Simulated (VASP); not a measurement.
# LiH: structure and properties in VASP, part 2 of 4

What structure does LiH take at this level, and what are its properties? The start is a cell from a database of measured crystal structures.

VASP 6.6.1; PBE; plane waves and PAW (Li_sv, H).

So far, gap on the k-mesh (eV): step 2 (relaxing cell and atoms (PBE)) 3.27; step 3 (k-mesh 10×10×10) 2.97. The relaxed cell has a = 3.995 Å (conventional setting).

The database entry behind the starting cell differs from later determinations by our own check (the deuteride, about 0.2 % short), so it need not match the best structure at ambient conditions.

### Step 4. Single point with fields (PBE)

The relaxed cell gets a fresh self-consistent run, on a basis set for its own volume, to fix the density and to check the remaining stress.

File INCAR:

```
SYSTEM = LiH
PREC = Accurate
ENCUT = 650
EDIFF = 1E-06
NELM = 100
ISMEAR = 0
SIGMA = 0.05
LREAL = .FALSE.
ALGO = Normal
GGA = PE
NBANDS = 8
LORBIT = 11
LWAVE = .FALSE.
LCHARG = .TRUE.
ISIF = 2
LELF = .TRUE.
LVHAR = .TRUE.
```

File POSCAR:

```
LiH
1.0
    0.0000000000      1.9975096674      1.9975096674
    1.9975096674      0.0000000000      1.9975096674
    1.9975096674      1.9975096674      0.0000000000
Li H
1 1
Direct
    0.0000000000      0.0000000000      0.0000000000
    0.5000000000      0.5000000000      0.5000000000
```

File KPOINTS:

```
Automatic mesh
0
Gamma
10 10 10
0 0 0
```

The projector-augmented-wave data sets are Li_sv and H (PBE family, release 64).

Run with:

```bash
$ mpirun -np 2 vasp_std
```

Output:

```text
[banner, memory and clock lines left out]
running    2 mpi-ranks, on    1 nodes
 distrk:  each k-point on    2 cores,    1 groups
 distr:  one band on    1 cores,    2 groups

 POSCAR found type information on POSCAR LiH
 POSCAR found :  2 types and       2 ions
 LDA part: xc-table for (Slater+PW92), standard interpolation
 POSCAR, INCAR and KPOINTS ok, starting setup
 FFT: planning ... GRIDC
 FFT: planning ... GRID_SOFT
 FFT: planning ... GRID
 WAVECAR not read
 entering main loop
       N       E                     dE             d eps       ncg     rms          rms(c)
[... 10 cycles as in an earlier step ...]
DAV:  11    -0.612684366813E+01    0.61977E-06   -0.20244E-07   704   0.211E-03
   1 F= -.61268437E+01 E0= -.61268437E+01  d E =-.877208E-24
```

The job ended after 4 s (2 MPI ranks of Intel Xeon Platinum 8375C at 2.90GHz (Ice Lake), shared host; peak memory 0.21 GiB).

OUTCAR, selected parts (step 4):

```text
The static configuration has the point symmetry O_h .

 Found     47 irreducible k-points:

   NELECT =       4.0000    total number of electrons

 E-fermi :   0.4765

  Total        0.0052649      0.0052649      0.0052649     -0.0000000     -0.0000000      0.0000000
  in kB        0.5291779      0.5291779      0.5291779     -0.0000000     -0.0000000      0.0000000
  external PRESSURE =       0.5291779 kB  Pullay stress =       0.0000000 kB

 POSITION                                       TOTAL-FORCE (eV/Angst)
 -----------------------------------------------------------------------------------
      0.00000      0.00000      0.00000        -0.000000     -0.000000     -0.000000
      1.99751      1.99751      1.99751         0.000000      0.000000      0.000000
 -----------------------------------------------------------------------------------
    total drift:                                0.000000     -0.000000     -0.000000

[... 18 parts as in an earlier step ...]
```

Numbers from this step:

* SCF cycles: 11

Valence electrons inside each PAW sphere by angular momentum. Sphere charges, by row:

| atom | s (e) | p (e) | d (e) | tot (e) |
| --- | --- | --- | --- | --- |
| Li1 | 2.022 | 0.061 | 0 | 2.082 |
| H2 | 0.545 | 0.002 | 0 | 0.547 |

ELF in the ac plane of the conventional cell at fractional y = 0.000, with atoms of Li and H within 0.2 Å of it. It is the smooth field of the valence electrons, not physical close to the nuclei.

Values, 14 rows by 14 columns, each cell a mean:
```
0.92 0.59 0.08 0.22 0.83 0.99 1.00 1.00 1.00 0.97 0.59 0.08 0.26 0.79
0.32 0.13 0.03 0.20 0.69 0.94 0.99 0.99 0.98 0.89 0.46 0.08 0.07 0.26
0.08 0.08 0.09 0.15 0.41 0.69 0.83 0.85 0.79 0.59 0.25 0.10 0.08 0.08
0.61 0.56 0.40 0.20 0.15 0.20 0.22 0.23 0.21 0.16 0.13 0.25 0.46 0.59
0.97 0.94 0.79 0.40 0.09 0.03 0.08 0.14 0.07 0.04 0.16 0.59 0.89 0.97
1.00 0.99 0.94 0.56 0.08 0.13 0.59 0.71 0.42 0.07 0.21 0.79 0.98 1.00
1.00 1.00 0.97 0.61 0.08 0.32 0.92 0.97 0.71 0.14 0.23 0.85 0.99 1.00
1.00 1.00 0.97 0.59 0.08 0.26 0.79 0.92 0.59 0.08 0.22 0.83 0.99 1.00
0.99 0.98 0.89 0.46 0.08 0.07 0.26 0.32 0.13 0.03 0.20 0.69 0.94 0.99
0.85 0.79 0.59 0.25 0.10 0.08 0.08 0.08 0.08 0.09 0.15 0.41 0.69 0.83
0.23 0.21 0.16 0.13 0.25 0.46 0.59 0.61 0.56 0.40 0.20 0.15 0.20 0.22
0.14 0.07 0.04 0.16 0.59 0.89 0.97 0.97 0.94 0.79 0.40 0.09 0.03 0.08
0.71 0.42 0.07 0.21 0.79 0.98 1.00 1.00 0.99 0.94 0.56 0.08 0.13 0.59
0.97 0.71 0.14 0.23 0.85 0.99 1.00 1.00 1.00 0.97 0.61 0.08 0.32 0.92
```
Columns run along a (4.0 Å), rows up along c (4.0 Å), edges of the conventional cell, whose origin can differ from the input's. Atoms in or near the plane, at fractional coordinates: Li at (0.00, 0.00), Li at (0.50, 0.50), H at (0.50, 0.00), H at (0.00, 0.50).

Valence density in the ac plane of the conventional cell at fractional y = 0.000, with atoms of Li and H within 0.2 Å of it. It is the smooth field of the valence electrons, not physical close to the nuclei.

Values in units of 1e0 e/Å³, 14 rows by 14 columns, each cell a mean:
```
5.8 2.3 0.3 0.1 0.2 0.4 0.9 1.1 0.7 0.3 0.1 0.1 0.7 3.9
1.1 0.4 0.1 0.1 0.1 0.3 0.4 0.5 0.3 0.2 0.1 0.1 0.2 0.7
0.1 0.1 0.1 0.1 0.1 0.1 0.2 0.2 0.2 0.1 0.1 0.1 0.1 0.1
0.2 0.1 0.1 0.1 0.1 0.1 0.1 0.1 0.1 0.1 0.1 0.1 0.1 0.1
0.3 0.3 0.2 0.1 0.1 0.1 0.3 0.4 0.2 0.1 0.1 0.1 0.2 0.3
0.8 0.5 0.3 0.1 0.1 0.4 2.3 3.5 1.3 0.2 0.1 0.2 0.3 0.7
1.5 0.8 0.3 0.2 0.1 1.1 5.8 8.8 3.5 0.4 0.1 0.2 0.5 1.1
1.1 0.7 0.3 0.1 0.1 0.7 3.9 5.8 2.3 0.3 0.1 0.2 0.4 0.9
0.5 0.3 0.2 0.1 0.1 0.2 0.7 1.1 0.4 0.1 0.1 0.1 0.3 0.4
0.2 0.2 0.1 0.1 0.1 0.1 0.1 0.1 0.1 0.1 0.1 0.1 0.1 0.2
0.1 0.1 0.1 0.1 0.1 0.1 0.1 0.2 0.1 0.1 0.1 0.1 0.1 0.1
0.4 0.2 0.1 0.1 0.1 0.2 0.3 0.3 0.3 0.2 0.1 0.1 0.1 0.3
3.5 1.3 0.2 0.1 0.2 0.3 0.7 0.8 0.5 0.3 0.1 0.1 0.4 2.3
8.8 3.5 0.4 0.1 0.2 0.5 1.1 1.5 0.8 0.3 0.2 0.1 1.1 5.8
```
Columns run along a (4.0 Å), rows up along c (4.0 Å), edges of the conventional cell, whose origin can differ from the input's. Atoms in or near the plane, at fractional coordinates: Li at (0.00, 0.00), Li at (0.50, 0.50), H at (0.50, 0.00), H at (0.00, 0.50).

Electrostatic potential energy in the ac plane of the conventional cell at fractional y = 0.000, with atoms of Li and H within 0.2 Å of it. With pseudopotentials it is smooth inside the atoms' cores, unlike the true potential.

Values in eV, 14 rows by 14 columns, each cell a mean:
```
-42 -26  -6   0   2  -1 -10 -16  -6   1   2  -2 -12 -36
-16  -8  -2   1   2   2  -1  -2   1   2   2   0  -4 -12
 -2  -1   0   2   3   2   2   2   2   3   3   1   0  -2
  1   2   2   3   2   1   0  -1   0   1   2   3   2   2
  1   2   3   2   0  -2  -6  -8  -4  -1   1   3   2   1
 -9  -3   2   2  -1  -8 -26 -33 -18  -4   0   2   1  -6
-22  -9   1   1  -2 -16 -42 -47 -33  -8  -1   2  -2 -16
-16  -6   1   2  -2 -12 -36 -42 -26  -6   0   2  -1 -10
 -2   1   2   2   0  -4 -12 -16  -8  -2   1   2   2  -1
  2   2   3   3   1   0  -2  -2  -1   0   2   3   2   2
 -1   0   1   2   3   2   2   1   2   2   3   2   1   0
 -8  -4  -1   1   3   2   1   1   2   3   2   0  -2  -6
-33 -18  -4   0   2   1  -6  -9  -3   2   2  -1  -8 -26
-47 -33  -8  -1   2  -2 -16 -22  -9   1   1  -2 -16 -42
```
Columns run along a (4.0 Å; values clipped at the 3rd and 97th percentile), rows up along c (4.0 Å), edges of the conventional cell, whose origin can differ from the input's. Atoms in or near the plane, at fractional coordinates: Li at (0.00, 0.00), Li at (0.50, 0.50), H at (0.50, 0.00), H at (0.00, 0.50).

In this run the pressure is 0.05 GPa, small enough to go on; single stress components reach 0.05 GPa.

### Step 5. Band structure (PBE)

The mesh alone shows little of the dispersion and can miss band extrema, so KPOINTS_OPT adds a path through the symmetry points after the self-consistent cycle.

File INCAR:

```
SYSTEM = LiH
PREC = Accurate
ENCUT = 650
EDIFF = 1E-06
NELM = 100
ISMEAR = 0
SIGMA = 0.05
LREAL = .FALSE.
ALGO = Normal
GGA = PE
NBANDS = 14
LORBIT = 11
LWAVE = .FALSE.
LCHARG = .FALSE.
KPAR = 2
```

POSCAR is that of step 4.

KPOINTS is that of step 4.

File KPOINTS_OPT:

```
Line mode
16
Line-mode
Reciprocal
  0.00000000   0.00000000   0.00000000 GAMMA
  0.50000000   0.00000000   0.50000000 X

  0.50000000   0.00000000   0.50000000 X
  0.50000000   0.25000000   0.75000000 W

  0.50000000   0.25000000   0.75000000 W
  0.37500000   0.37500000   0.75000000 K

  0.37500000   0.37500000   0.75000000 K
  0.00000000   0.00000000   0.00000000 GAMMA

  0.00000000   0.00000000   0.00000000 GAMMA
  0.50000000   0.50000000   0.50000000 L

  0.50000000   0.50000000   0.50000000 L
  0.62500000   0.25000000   0.62500000 U

  0.62500000   0.25000000   0.62500000 U
  0.50000000   0.25000000   0.75000000 W

  0.50000000   0.25000000   0.75000000 W
  0.50000000   0.50000000   0.50000000 L

  0.50000000   0.50000000   0.50000000 L
  0.37500000   0.37500000   0.75000000 K

  0.62500000   0.25000000   0.62500000 U
  0.50000000   0.00000000   0.50000000 X
```

Run with:

```bash
$ mpirun -np 2 vasp_std
```

Output:

```text
[... set-up lines as in an earlier step ...]
 entering main loop
       N       E                     dE             d eps       ncg     rms          rms(c)
DAV:   1     0.313259483345E+01    0.31326E+01   -0.14804E+03  1316   0.297E+02
DAV:   2    -0.616043098193E+01   -0.92930E+01   -0.91822E+01  1784   0.649E+01
DAV:   3    -0.636942280216E+01   -0.20899E+00   -0.20867E+00  1672   0.782E+00
DAV:   4    -0.637069999257E+01   -0.12772E-02   -0.12772E-02  1538   0.563E-01
DAV:   5    -0.637070443316E+01   -0.44406E-05   -0.44406E-05  1700   0.322E-02    0.289E+00
DAV:   6    -0.618717604421E+01    0.18353E+00   -0.13621E-01  1610   0.779E-01    0.145E+00
DAV:   7    -0.612524345579E+01    0.61933E-01   -0.17177E-01  1714   0.993E-01    0.219E-01
DAV:   8    -0.612691641053E+01   -0.16730E-02   -0.33753E-03  1638   0.262E-01    0.431E-02
DAV:   9    -0.612684951933E+01    0.66891E-04   -0.13291E-04  1628   0.316E-02    0.450E-03
DAV:  10    -0.612684415420E+01    0.53651E-05   -0.50565E-06  1588   0.119E-02    0.242E-03
DAV:  11    -0.612684356967E+01    0.58453E-06   -0.18082E-07  1006   0.142E-03
   1 F= -.61268436E+01 E0= -.61268436E+01  d E =-.820291E-14
 Start KPOINTS_OPT (optional k-point list driver)
k-point batch [1-47\160]
       N       E                     dE             ncg
DAV:   1    -0.384704370642E+04   -0.12695E+05     1324
DAV:   2    -0.424817536745E+04   -0.40113E+03     1852
DAV:   3    -0.425511171549E+04   -0.69363E+01     1720
DAV:   4    -0.425513731452E+04   -0.25599E-01     1542
DAV:   5    -0.425513748117E+04   -0.16665E-03     1812
DAV:   6    -0.425513748234E+04   -0.11714E-05     1598
DAV:   7    -0.425513748235E+04   -0.95752E-08     1582
[...]
k-point batch [142-160\160]
       N       E                     dE             ncg
DAV:   1     0.466549642311E+04   -0.55307E+04      532
DAV:   2     0.450805865481E+04   -0.15744E+03      762
DAV:   3     0.450500556659E+04   -0.30531E+01      706
DAV:   4     0.450499415225E+04   -0.11414E-01      624
DAV:   5     0.450499411441E+04   -0.37843E-04      740
DAV:   6     0.450499411414E+04   -0.26727E-06      680
```

Elapsed: 11 s, on 2 MPI ranks; peak memory 0.26 GiB.

Parts of OUTCAR (step 5):

```text
   k-points           NKPTS =     47   k-points in BZ     NKDIM =     47   number of bands    NBANDS=     14

   NELECT =       4.0000    total number of electrons

 E-fermi :   0.3774

 k-point     1 :       0.0000    0.0000    0.0000
  band No.  band energies     occupation
      1     -44.1389      2.00000
      2      -5.3374      2.00000
      3      16.3518      0.00000
      4      18.1317      0.00000
      5      18.1317      0.00000
      6      18.1317      0.00000
      7      22.8662      0.00000
    ...

  Total        0.0051768      0.0051768      0.0051768     -0.0000000      0.0000000     -0.0000000
  in kB        0.5203265      0.5203265      0.5203265     -0.0000000      0.0000000     -0.0000000
  external PRESSURE =       0.5203265 kB  Pullay stress =       0.0000000 kB

 POSITION                                       TOTAL-FORCE (eV/Angst)
 -----------------------------------------------------------------------------------
      0.00000      0.00000      0.00000         0.000000      0.000000      0.000000
      1.99751      1.99751      1.99751         0.000000      0.000000      0.000000
 -----------------------------------------------------------------------------------
    total drift:                                0.000000     -0.000000     -0.000000

  FREE ENERGIE OF THE ION-ELECTRON SYSTEM (eV)
  ---------------------------------------------------
  free  energy   TOTEN  =        -6.1268435697 eV

  energy  without entropy=       -6.1268435697  energy(sigma->0) =       -6.12684357

[... 10 parts as in an earlier step ...]

[... 6 further parts left out ...]
```

Numbers from this step:

```yaml
bands: 14
fermi_energy: 0.3774 eV
pressure: 0.05203 GPa
least_gap_on_mesh_and_path: 2.972 eV
least_direct_gap_on_mesh_and_path: 2.972 eV
```

The electronic bands at the labelled points (eV, zero at the valence-band top; v1 is the highest filled band, c1 the lowest empty one):

| point | v1 | c1 | c2 |
| --- | --- | --- | --- |
| Γ | -5.47 | 16.21 | 17.99 |
| 0.47 of the way | -4.14 | 11.10 | 13.40 |
| X | 0.00 | 2.97 | 10.86 |
| 0.47 of the way | -0.11 | 3.48 | 8.31 |
| W | -0.24 | 5.28 | 5.28 |
| 0.47 of the way | -0.39 | 4.45 | 6.63 |
| K | -0.52 | 4.13 | 7.61 |
| 0.47 of the way | -3.64 | 9.57 | 9.73 |
| Γ | -5.47 | 16.21 | 17.99 |
| 0.47 of the way | -4.54 | 10.32 | 15.34 |
| L | -2.66 | 4.94 | 13.75 |
| 0.47 of the way | -2.04 | 5.04 | 10.09 |
| U | -0.52 | 4.13 | 7.61 |
| 0.47 of the way | -0.42 | 4.38 | 6.83 |
| W | -0.24 | 5.28 | 5.28 |
| 0.47 of the way | -1.62 | 5.12 | 8.51 |
| L | -2.66 | 4.94 | 13.75 |
| 0.53 of the way | -1.86 | 5.05 | 9.44 |
| K | -0.52 | 4.13 | 7.61 |
| jump to U | -0.52 | 4.13 | 7.61 |
| 0.47 of the way | -0.11 | 3.30 | 9.04 |
| X | 0.00 | 2.97 | 10.86 |

Of the projections kept (Li, H), the largest for each band there, as a share of the weight inside these atoms' spheres; weight between the spheres isn't counted:

| point | v1 | c1 | c2 |
| --- | --- | --- | --- |
| Γ | H 0.72 | H 0.81 | Li 0.94 |
| X | H 0.96 | Li 0.88 | Li 0.91 |
| W | H 0.94 | Li 0.89 | Li 0.89 |
| K | H 0.92 | Li 0.89 | Li 0.74 |
| Γ | H 0.72 | H 0.81 | Li 0.94 |
| L | H 0.84 | Li 0.85 | H 0.60 |

The electronic bands as a text plot (rows in eV, shown from -5.5 to 5.3 only):

```
    5.1 |             +   +              +++++    +++++++++++
    4.6 |            + + +                    +  +
    4.2 |       +   +   +                      ++            +
    3.7 |                                                     +
    3.3 |         ++                                           +
    2.8 |        +                                              +
    2.4 |
    1.9 |
    1.5 |
    1.0 |
    0.6 |
    0.1 |        ***                                           **
   -0.3 |           *****                      ****           *
   -0.8 |       *        *                    *    *         *
   -1.2 |                 *                         *       *
   -1.7 |                                    *       *     *
   -2.1 |      *           *                *         *
   -2.6 |                   *            ***           ****
   -3.0 |                               *
   -3.5 |     *              *         *
   -3.9 |    *
   -4.4 |   *                 *       *
   -4.8 |                      *     *
   -5.3 |***                    *****
         Γ       X    W  K        Γ      L     U  W     L   K|U X
```

The path finds the gap of the mesh within 0.02 eV, so the mesh comes close to both band edges.

### Step 6. Total and projected DOS (PBE)

Here the states are counted by energy and projected on the atoms. The mesh is finer than in the run before.

INCAR, as its differences from that of step 5:

```diff
@@ -5,3 +5,3 @@
 NELM = 100
-ISMEAR = 0
+ISMEAR = -5
 SIGMA = 0.05
@@ -15 +15,2 @@
 KPAR = 2
+NEDOS = 2001
```

POSCAR is that of step 5.

File KPOINTS:

```
Automatic mesh
0
Gamma
14 14 14
0 0 0
```

Run with:

```bash
$ mpirun -np 2 vasp_std
```

Output:

```text
[... set-up lines as in an earlier step ...]
 entering main loop
       N       E                     dE             d eps       ncg     rms          rms(c)
DAV:   1     0.271295398829E+01    0.27130E+01   -0.14765E+03  2912   0.298E+02
DAV:   2    -0.618440600657E+01   -0.88974E+01   -0.87848E+01  4008   0.638E+01
DAV:   3    -0.636995780269E+01   -0.18555E+00   -0.18541E+00  3594   0.743E+00
DAV:   4    -0.637073153134E+01   -0.77373E-03   -0.77371E-03  3410   0.457E-01
DAV:   5    -0.637073480096E+01   -0.32696E-05   -0.32696E-05  3650   0.276E-02    0.289E+00
DAV:   6    -0.618721408492E+01    0.18352E+00   -0.13606E-01  3632   0.779E-01    0.145E+00
DAV:   7    -0.612528511892E+01    0.61929E-01   -0.17145E-01  3802   0.993E-01    0.219E-01
DAV:   8    -0.612696071137E+01   -0.16756E-02   -0.34015E-03  3622   0.263E-01    0.429E-02
DAV:   9    -0.612689361749E+01    0.67094E-04   -0.13316E-04  3682   0.318E-02    0.460E-03
DAV:  10    -0.612688814940E+01    0.54681E-05   -0.50915E-06  3482   0.119E-02    0.245E-03
DAV:  11    -0.612688756269E+01    0.58671E-06   -0.18443E-07  2222   0.142E-03
   1 F= -.61268876E+01 E0= -.61268876E+01  d E =0.000000E+00
```

The job ended after 10 s (2 MPI ranks; peak memory 0.27 GiB).

From OUTCAR (step 6):

```text
   k-points           NKPTS =    104   k-points in BZ     NKDIM =    104   number of bands    NBANDS=     14

   NELECT =       4.0000    total number of electrons

 E-fermi :   0.1673

 k-point     1 :       0.0000    0.0000    0.0000
  band No.  band energies     occupation
      1     -44.1388      2.00000
      2      -5.3375      2.00000
      3      16.3517      0.00000
      4      18.1317      0.00000
      5      18.1317      0.00000
      6      18.1317      0.00000
      7      22.8661      0.00000
    ...

  Total        0.0050059      0.0050059      0.0050059      0.0000000      0.0000000     -0.0000000
  in kB        0.5031449      0.5031449      0.5031449      0.0000000      0.0000000     -0.0000000
  external PRESSURE =       0.5031449 kB  Pullay stress =       0.0000000 kB

 POSITION                                       TOTAL-FORCE (eV/Angst)
 -----------------------------------------------------------------------------------
      0.00000      0.00000      0.00000         0.000000     -0.000000      0.000000
      1.99751      1.99751      1.99751         0.000000      0.000000      0.000000
 -----------------------------------------------------------------------------------
    total drift:                                0.000000     -0.000000     -0.000000

  FREE ENERGIE OF THE ION-ELECTRON SYSTEM (eV)
  ---------------------------------------------------
  free  energy   TOTEN  =        -6.1268875627 eV

  energy  without entropy=       -6.1268875627  energy(sigma->0) =       -6.12688756

[... 7 parts as in an earlier step ...]

[... 9 further parts left out ...]
```

This step gave:

| Quantity | Value |
| --- | --- |
| irreducible k-points | 104 |
| Fermi energy | 0.1673 eV |
| pressure | 0.05031 GPa |

The density of states has structure finer than the step of the table below, so its rows give means over 1 eV, whole bins alone (the curve runs from -12.0 to 10.9 eV). Peaks (eV: height): total -2.5: 0.618, 5.1: 1.37; H s -2.5: 0.161; Li p -2.5: 0.0242, 5.1: 0.122, 10.0: 0.0619; Li s -4.0: 0.0134, 5.1: 0.0813; H p 5.1: 0.0304.

States under -12.0 eV and over 10.9 eV are left out. The density of states by energy, zero at the valence-band top; means over each step; values in states/eV/cell:

| energy (eV) | total | H s | Li p | Li s | H p |
| --- | --- | --- | --- | --- | --- |
| -7 | 0 | 0 | 0 | 0 | 0 |
| -6 | 8.4e-5 | 1.7e-5 | 0 | 8.4e-6 | 0 |
| -5 | 0.135 | 0.0283 | 0.00112 | 0.00880 | 0 |
| -4 | 0.280 | 0.0625 | 0.00565 | 0.0130 | 2.8e-4 |
| -3 | 0.461 | 0.114 | 0.0156 | 0.0112 | 4.5e-4 |
| -2 | 0.550 | 0.152 | 0.0215 | 0.00611 | 6.0e-4 |
| -1 | 0.451 | 0.145 | 0.0146 | 0.00288 | 4.1e-4 |
| 0 | 0.127 | 0.0458 | 0.00246 | 0.00107 | 5.8e-5 |
| 1 | 0 | 0 | 0 | 0 | 0 |
| 2 | 0 | 0 | 0 | 0 | 0 |
| 3 | 0.0217 | 4.8e-4 | 0.00313 | 0 | 4.3e-4 |
| 4 | 0.157 | 0.00470 | 0.0227 | 3.6e-4 | 0.00313 |
| 5 | 0.617 | 0.0131 | 0.0632 | 0.0283 | 0.0134 |
| 6 | 0.448 | 0.0177 | 0.0451 | 0.0213 | 0.00995 |
| 7 | 0.454 | 0.0258 | 0.0505 | 0.0185 | 0.0102 |
| 8 | 0.505 | 0.0341 | 0.0600 | 0.0198 | 0.0116 |
| 9 | 0.443 | 0.0344 | 0.0610 | 0.0141 | 0.0104 |
| 10 | 0.383 | 0.0338 | 0.0606 | 0.00998 | 0.00914 |

The gap on this mesh is 2.97 eV. In the top eV of the valence band the largest shares in the PAW spheres are H s 35 %. The rest lies in smaller channels or between the spheres.

(Continued in part 3 of 4.)

[Lines on the potential files, build, host, timing and source positions are cut from VASP's logs without a mark.]

[Logs are printed without paths, hosts, clocks, repeated set-up lines and the standing remarks that a program may print on its own settings, such as how far it seeks lower states.]

[Hosts, paths, dates, database ids (printed as entryN), source tags and the programs' standing remarks are cut or masked in the printed files.]

[A measured line is paired with the nearest computed mode of its activity, which favours agreement.]

[In band tables of VASP the shares of atoms and orbitals are scaled to a sum of 1 inside the atoms' spheres.]
